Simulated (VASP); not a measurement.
Here is the system:

```
CELL_PARAMETERS angstrom
      4.23444     0.00000     0.00000
      0.00000     4.23444     0.00000
      0.00000     0.00000     3.00496
ATOMIC_POSITIONS crystal
  Zn 0.00000 0.00000 0.00000
  Zn 0.50000 0.50000 0.50000
  F  0.30454 0.30454 0.00000
  F  0.80454 0.19546 0.50000
  F  0.19546 0.80454 0.50000
  F  0.69546 0.69546 0.00000
```

Level of theory: LDA (Ceperley-Alder, Perdew-Zunger), VASP's LDA PAW potentials (set 64) (plane waves; VASP 6.6.1). Settings: 620 eV cut-off, 5×5×7 Γ-centred mesh, Gaussian smearing of 0.050 eV, potentials Zn F.

**Question.** Estimate the energy per atom (σ→0), pressure, band gap (on the k-mesh) with the smallest direct gap where there is one.

**Answer.** 
| Property | Result |
|---|---|
| band gap (on the k-mesh) | 3.77 eV |
| smallest direct gap (on the k-mesh) | 3.77 eV |
| energy per atom (σ→0) | -4.257 eV/atom |
| pressure | 44.79 GPa |

The compound is ZnF2 in the rutile structure. It was relaxed first under an external pressure of 45 GPa.
